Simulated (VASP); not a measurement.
Shape and ions are relaxed at each volume.

Energy against volume of GaN (wurtzite). These are PBE GGA with D3 dispersion (zero damping), VASP's PBE PAW potentials (set 64) (plane waves; VASP 6.6.1) values and carry that method's errors.

| V (Å³/atom) | E (eV/atom) |
|---|---|
| 10.877 | -6.22498 |
| 11.224 | -6.24496 |
| 11.572 | -6.25125 |
| 11.919 | -6.24593 |
| 12.266 | -6.23078 |

### Question
Fit a third-order Birch-Murnaghan equation of state.

### Answer

```yaml
volume_per_atom: 11.58 Å^3/atom
bulk_modulus: 178 GPa
pressure_derivative_of_the_bulk_modulus: 4.51
```

The compound is GaN in the wurtzite structure. It was relaxed first.
